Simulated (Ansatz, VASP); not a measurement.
# AlInSb2 in two plane-wave programs, part 2 of 2

Aim: how closely do two programs agree when they are given the same cell, functional and k mesh? The cell is taken from a series of runs on this material, whose earlier steps may have relaxed, scaled, displaced or heated it; both programs get it as it stands.

VASP 6.6.1 and Ansatz 0.2.0.

So far: The structure; VASP: relaxation of cell and atoms, PBEsol.

## Step 3: Ansatz: relaxation of cell and atoms, PBEsol

Level of this step: Ansatz beside VASP: Kohn-Sham DFT, plane waves, PBEsol (Ansatz).

Ansatz runs on its default PAW (the set named soft_2) files.

The same cell, functional and mesh now go to Ansatz, which takes its cutoff from its data sets.

Contents of input.yaml:

```yaml
crystal:
  lattice:
    - [4.4775490953, 0.0, 0.0]
    - [0.0, 4.4775490953, 0.0]
    - [0.0, 0.0, 6.330704536]
  atoms:
    - { symbol: Al, position: [0.0, 0.0, 0.0] }
    - { symbol: In, position: [0.5, 0.5, 0.5] }
    - { symbol: Sb, position: [0.0, 0.5, 0.2334933352] }
    - { symbol: Sb, position: [0.5, 0.0, 0.7665066648] }
kpoints:
  mp_grid: { grid: [8, 8, 6] }
hamiltonian:
  xc: pbesol
scf:
  occupations: { method: fixed }
output:
  forces: true
  stress: true
  eigenvalues: true
relax:
  adjacent_minimum: "off"
  f_tol: 0.001
  max_steps: 60
  cell: { stress_tol: 0.01 }
```

Launch:

```console
> ansatz run input.yaml --threads 2 --pin off --max-ram 5120MiB --backend cpu --events-out ev --progress --plain --runs-dir out
```

Numbers of over 12 decimals in the logs are rounded to 6 here.

The program printed:

```text
Engine: ansatz 0.2.0, x86_64-unknown-linux-gnu
Pseudopotentials: kind: paw
Pseudopotential: Al, paw, valence charge 3, recommended cutoff 420 eV (normal), Al.paw.azcp
Pseudopotential: In, paw, valence charge 13, recommended cutoff 420 eV (normal), In.paw.azcp
Pseudopotential: Sb, paw, valence charge 15, recommended cutoff 420 eV (normal), Sb.paw.azcp
Functional definition: PBEsol
  exchange = pbesol_x
  correlation = pbesol_c
Crystal: 4 atoms, lattice volume = 126.921 Å³
Basis set: ecut = 420 eV, 2477 PW (Γ), exchange–correlation on 60×60×90 points (8 copies of the dense FFT grid, shifted against one another)
Bands: 28, of which v1, the nominal top of the filled ones, is band 23 counted from 1 (22 counted from 0)
Symmetry: 8 space group operations
Space group: P-4m2 (ITA 115), of the structure as read, at distance tolerance 5.0e-5 Å
k-points: 60 of 384 (time reversal used)
Non-local potential: Al, projectors of the file, l = 0: 2, l = 1: 2, l = 2: 1
Non-local potential: In, projectors of the file, l = 0: 2, l = 1: 2, l = 2: 2, l = 3: 2
Non-local potential: Sb, projectors of the file, l = 0: 2, l = 1: 2, l = 2: 2, l = 3: 2
PAW form: soft (Blöchl's): semilocal exchange-correlation on the pseudo side does not see the compensation charge
PAW frozen core: Al, regenerated for the run's functional, and the local potential with it (the file was generated under x = pbe(κ = 0.804, μ = 0.219515), c = pbe(β = 0.066725))
PAW frozen core: In, regenerated for the run's functional, and the local potential with it (the file was generated under x = pbe(κ = 0.804, μ = 0.219515), c = pbe(β = 0.066725))
PAW frozen core: Sb, regenerated for the run's functional, and the local potential with it (the file was generated under x = pbe(κ = 0.804, μ = 0.219515), c = pbe(β = 0.066725))
PAW one-centre angular grid: Al, 110 points (default); XC on 64 Gauss nodes
PAW one-centre angular grid: In, 590 points (default); XC on 64 Gauss nodes
PAW one-centre angular grid: Sb, 590 points (default); XC on 64 Gauss nodes
Initial density: superposition of atomic densities (neutral atoms: chi_scale 0, normalization atom), corrected by the library's trained network
Initial wavefunctions: pseudopotential atomic-orbital guess
Functional: x = pbesol(κ = 0.804, μ = 0.123457), c = pbesol(β = 0.046)
SCF iter   1: F=—  HF=-18866.499623 eV  |F-HF|=—  |Δ(HF+E_count)|=         —  Δρ=3.17e-3  dr2=2.07e-2  ethr=1.77e-3  ⟨swp⟩=5.0  Hψ=6412  notcnv=0  defer=172
preconditioner: auto → Resta (q_TF=auto, 2.304 Å⁻¹)  ε∞=3.2  [insulator: Δε(μ)=0.491 eV  Ē_g=11.300 eV  n_scr=28 (ndim 8)  ℏωp=16.8 eV  f_vac=0.056  ε∞_Penn≈3.2]
SCF iter   2: F=—  HF=-18866.491628 eV  |F-HF|=—  |Δ(HF+E_count)|=   7.99e-3  Δρ=1.86e-3  dr2=6.38e-3  ethr=4.50e-5  ⟨swp⟩=2.3  Hψ=2787  notcnv=0  defer=176
SCF iter   3: F=—  HF=-18866.490910 eV  |F-HF|=—  |Δ(HF+E_count)|=   7.18e-4  Δρ=7.36e-4  dr2=5.68e-4  ethr=1.39e-5  ⟨swp⟩=2.9  Hψ=3206  notcnv=0  defer=176
SCF iter   4: F=—  HF=-18866.490722 eV  |F-HF|=—  |Δ(HF+E_count)|=   1.88e-4  Δρ=2.10e-4  dr2=9.93e-5  ethr=1.24e-6  ⟨swp⟩=2.0  Hψ=3118  notcnv=0  defer=176
SCF iter   5: F=—  HF=-18866.490752 eV  |F-HF|=—  |Δ(HF+E_count)|=   2.98e-5  Δρ=8.55e-5  dr2=8.70e-6  ethr=2.16e-7  ⟨swp⟩=2.0  Hψ=3022  notcnv=0  defer=146
SCF iter   6: F=—  HF=-18866.490753 eV  |F-HF|=—  |Δ(HF+E_count)|=   1.34e-6  Δρ=1.99e-5  dr2=6.85e-7  ethr=1.89e-8  ⟨swp⟩=2.0  Hψ=3000  notcnv=0  defer=169
SCF iter   7: F=-18866.490753 eV  HF=-18866.490753 eV  |F-HF|=3.95e-8  |Δ(HF+E_count)|=   2.88e-7  Δρ=4.66e-6  dr2=2.88e-8  ethr=2.17e-10  ⟨swp⟩=12.1  Hψ=10351  notcnv=0
SCF 1 converged in 7 iterations: F = -18866.490753 eV  dr2 = 2.88e-8
  greatest PAW one-centre occupation: 0.996 electrons in one spin orbital (limit 2), on the Sb atom at site 3 (counted from 0), in its partial waves of l = 2
relax step   1: F+E_penalty+E_count = -18866.49075350 eV  Δ(F+E_penalty+E_count) = +0.000e0 eV  max|allowed force component| = 6.404e-5 eV/Å  Δτ_max = 0.0000 Å  P = +0.000 GPa  Ω = 126.921 Å³  (7 SCF iters, dr2 threshold 1.00e-7 eV, accepted)
Initial density: handed on by an earlier stage of this run
Initial wavefunctions: pseudopotential atomic-orbital guess (no wavefunctions were taken with the density)
iter 1 solved again at ethr=6.92e-7 eV; its pass at ethr=3.10e-3 eV (dr2=3.18e-4 eV) is discarded
SCF iter   1: F=—  HF=-18866.490791 eV  |F-HF|=—  |Δ(HF+E_count)|=         —  Δρ=4.84e-6  dr2=2.58e-8  ethr=6.92e-7  ⟨swp⟩=3.0  Hψ=10655  notcnv=0  defer=176
eigensolver tolerance schedule: the retry pair's looser diagonalisation over-reported the residual by 12330.77 of it (diagonalisation noise at an unbounded share of the residual, at the tolerance the schedule requests for it); recorded, not acted on — ethr = c·dr2/N_el stays at c = 1.0e-1
preconditioner: auto → Resta (q_TF=auto, 2.304 Å⁻¹)  ε∞=3.2  [insulator: Δε(μ)=0.488 eV  Ē_g=11.308 eV  n_scr=28 (ndim 8)  ℏωp=16.8 eV  f_vac=0.040  ε∞_Penn≈3.2]
SCF iter   2: F=—  HF=-18866.490753 eV  |F-HF|=—  |Δ(HF+E_count)|=   3.78e-5  Δρ=2.65e-6  dr2=1.22e-8  ethr=5.61e-11  ⟨swp⟩=3.6  Hψ=4403  notcnv=0  defer=148
SCF iter   3: F=—  HF=-18866.490754 eV  |F-HF|=—  |Δ(HF+E_count)|=   2.23e-8  Δρ=1.01e-6  dr2=2.15e-9  ethr=2.66e-11  ⟨swp⟩=2.1  Hψ=2160  notcnv=0  defer=148
SCF iter   4: F=—  HF=-18866.490754 eV  |F-HF|=—  |Δ(HF+E_count)|=   3.76e-9  Δρ=4.49e-7  dr2=3.22e-10  ethr=4.67e-12  ⟨swp⟩=2.1  Hψ=2150  notcnv=0  defer=148
SCF iter   5: F=—  HF=-18866.490754 eV  |F-HF|=—  |Δ(HF+E_count)|=  3.89e-10  Δρ=2.26e-7  dr2=6.70e-11  ethr=1.00e-12  ⟨swp⟩=2.4  Hψ=2501  notcnv=0  defer=148
SCF iter   6: F=—  HF=-18866.490754 eV  |F-HF|=—  |Δ(HF+E_count)|=    0.00e0  Δρ=3.63e-8  dr2=1.90e-12  ethr=1.00e-12  ⟨swp⟩=1.0  Hψ=1620  notcnv=0  defer=148
SCF iter   7: F=-18866.490754 eV  HF=-18866.490754 eV  |F-HF|=0.00e0  |Δ(HF+E_count)|=  7.28e-12  Δρ=9.26e-9  dr2=2.33e-13  ethr=1.00e-12  ⟨swp⟩=12.8  Hψ=10107  notcnv=0
SCF 2 converged in 7 iterations: F = -18866.490754 eV  dr2 = 2.33e-13
  greatest PAW one-centre occupation: 0.996 electrons in one spin orbital (limit 2), on the Sb atom at site 2 (counted from 0), in its partial waves of l = 2
relax step   2: F+E_penalty+E_count = -18866.49075351 eV  Δ(F+E_penalty+E_count) = -1.245e-8 eV  max|allowed force component| = 6.153e-5 eV/Å  Δτ_max = 0.0000 Å  P = +0.000 GPa  Ω = 126.921 Å³  stress off target by 9.83e-4 GPa  SCF on the basis re-selected at this cell (its energy is not comparable with the rows above)  (7 SCF iters)
basis re-selected at this cell: Δ(F+E_penalty+E_count) = -1.245e-8 eV, ΔP = +0.000 GPa vs the last step (what re-selecting the basis moved, of the pressure what is left beyond the Pulay correction that the steps carried, after the strain that the cell walked since its last selection, with what the two solves' SCF thresholds leave and, on support functions, any second-order correction that the steps lacked; it is no m [...]
SCF converged after 7 iterations
Free energy (F): -18866.490754 eV
Harris-Foulkes:  -18866.490754 eV  (|F-HF|=0.00e0)
Internal energy: -18866.490754 eV  (E = F + TS)
E sigma→0 (E₀):  -18866.490754 eV
Fermi energy:    6.645497 eV
--- Per-component energies (eV) ---
  E_band       = -476.475021
  E_kinetic    = 681.190432
  E_local      = -5281.534034  (includes V_loc(G=0)·N_el)
  E_nonlocal   = 1109.015855
  E_hartree    = 2318.042277
  E_xc         = -526.607623
  E_vxc        = -320.855642  (∫ρ·V_xc dr)
  E_paw        = -13541.164635  (= ΣΔE_a)
  E_vpaw       = -1300.376224  (= ΣTr[D̂ρ^β])
  E_aug_tail   = 0.000019  (compensation charges beyond the density's cutoff)
  E_ewald      = -3626.351800
  E_core_change = 0.918756  (= ΣΔE_core)
  E_smearing   = -0.000000  (= −TS)
  E_closure    = -0.000000  (closes the sum)
  Σ components = -18866.490754   (vs F -18866.490754, Δ=0.00e0)
--- Forces (eV/Å), atoms counted from 1 ---
  atom   1  Al    -0.00000000     0.00000000     0.00000000
  atom   2  In    -0.00000000     0.00000000     0.00000000
  atom   3  Sb     0.00000000     0.00000000    -0.00006153
  atom   4  Sb     0.00000000     0.00000000     0.00006153
  max |Σ_I F_I| component: 6.94e-18 eV/Å
--- Stress (GPa, compression-positive) ---
       -0.000198       0.000000      -0.000000
        0.000000      -0.000198       0.000000
       -0.000000       0.000000       0.000983
  P = ⅓ Tr σ = 0.0002 GPa (0.002 kbar)
--- Band table (eV; the first three rows and the last of 60) ---
  k-point 0: bands = [... 19 lower, 4.3571, 6.4566, 6.6455, 6.6455, 7.1338, 7.9302, 7.9767, 9.6551, ... 1 higher]
  k-point 1: bands = [... 19 lower, 4.4469, 5.5324, 6.3716, 6.3716, 7.6714, 8.0296, 8.4517, 9.4293, ... 1 higher]
  k-point 2: bands = [... 19 lower, 4.7001, 4.7001, 5.8305, 5.8305, 7.8348, 8.4036, 9.0786, 9.3348, ... 1 higher]
  k-point 59: bands = [... 19 lower, 3.5705, 3.7753, 3.9051, 3.9051, 10.3825, 10.5567, 10.5567, 10.7229, ... 1 higher]
--- Relaxed structure (1 steps of the walk, 1 accepted, 1 SCFs on fresh bases) ---
  F+E_penalty+E_count = -18866.49075351 eV   max|allowed force component| = 6.153e-5 eV/Å   (the final SCF, on the basis selected at the relaxed cell)
  cell:  # Å, volume = 126.9208 Å³
    - [4.4775490953, 0.0, 0.0]
    - [0.0, 4.4775490953, 0.0]
    - [0.0, 0.0, 6.330704536]
  atoms:
    - { symbol: Al, position: [0.0, 0.0, 0.0] }
    - { symbol: In, position: [0.5, 0.5, 0.5] }
    - { symbol: Sb, position: [0.0, 0.5, 0.2334933352] }
    - { symbol: Sb, position: [0.5, 0.0, 0.766507] }
```

## Step 4: Differences

Known differences besides the potentials themselves: fixed occupations in Ansatz, narrow Gaussian smearing in VASP; the data sets hold 46 valence electrons in Ansatz (on its default PAW (the set named soft_2) files) and 26 in VASP; the cutoff is 420 eV in Ansatz and 500 eV in VASP; Ansatz makes its cores anew for this functional, VASP keeps those of its PBE data sets; Ansatz adds a Pulay correction to the stress that steers its cell, VASP none. Total energies have different zeros and are not compared.

The two programs side by side:

```
                                         quantity  Ansatz    VASP  difference
                                      volume (Å³)  126.92  127.30     -0.30 %
edge a after relaxation, in the typed setting (Å)   4.478   4.482     -0.11 %
edge c after relaxation, in the typed setting (Å)   6.331   6.336     -0.09 %
```

## Step 5: What came out

```yaml
difference_in_volume_relaxation_of_cell_and_atoms_pbesol: -0.30 %
```

**Reading.** The difference in volume is -0.30 % (relaxation of cell and atoms, PBEsol), within the 1.2 % picked in this series as the mark of a large difference, as far as the stopping tolerances let one tell. The data sets hold unlike numbers of valence electrons (46 in Ansatz and 26 in VASP), so part of the differences comes from the potentials. 1 further run of this series is not shown here. Such differences can come from data sets, numerical settings and the points named under the comparisons, not from the functional's error against experiment.

[Lines on the potential files, build, host, timing and source positions are cut from VASP's logs without a mark.]

[Logs are printed without paths, hosts, clocks, repeated set-up lines and the standing remarks that a program may print on its own settings, such as how far it seeks lower states.]

[Hosts, paths, dates, database ids (printed as entryN), source tags and the programs' standing remarks are cut or masked in the printed files.]
